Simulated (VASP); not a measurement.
A run of VASP 6.6.1:

File INCAR:

```
PREC     = Normal         # precision mode
ENCUT    = 520            # plane-wave cutoff, eV
EDIFF    = 1E-4           # SCF threshold, eV
ISMEAR   = 0              # smearing method
SIGMA    = 0.15           # smearing width, eV
LREAL    = F              # projectors in reciprocal space
LASPH    = T              # aspherical terms in the spheres
NELM     = 60             # most SCF steps
ALGO     = Fast           # electronic algorithm
ISIF     = 3              # what is computed and relaxed
LWAVE    = F              # write WAVECAR
LCHARG   = F              # write CHGCAR
GGA      = PE             # functional
IBRION   = 2              # ionic algorithm
NSW      = 24             # ionic steps
EDIFFG   = -0.08          # ionic threshold
```

The input KPOINTS:

```
Automatic mesh
0
Gamma
  4 4 2
```

File POSCAR:

```
MgCd2S3
1.0
    4.3431827900      0.0000000000      0.0000000000
   -2.1715914000      3.7613066300      0.0000000000
    0.0000000000      0.0000000000      7.9766616100
Mg Cd S
1 2 3
Direct
    0.0000000000      0.0000000000      0.0000000000
    0.0000000000      0.0000000000      0.6525365500
    0.0000000000      0.0000000000      0.3474634500
    0.5000000000      0.0000000000      0.0000000000
    0.0000000000      0.5000000000      0.0000000000
    0.5000000000      0.5000000000      0.0000000000
```

Potentials or basis: VASP PAW PBE potentials, release 64 (Mg, Cd, S).

Launch:

```bash
$ cat potpaw_PBE.64/Mg/POTCAR potpaw_PBE.64/Cd/POTCAR potpaw_PBE.64/S/POTCAR > POTCAR
$ mpirun -np 1 vasp_std > vasp.out
```

Hardware: 1 thread of Intel(R) Xeon(R) Platinum 8488C (Sapphire Rapids), on a shared host.

Problem. Estimate the wall time of this run.

Solution. Run time: 66 s on 1 thread of Intel(R) Xeon(R) Platinum 8488C (Sapphire Rapids), with other jobs on the host, peak memory 0.18 GiB. Counts: scf iterations 66, k points 8, ion steps 9.
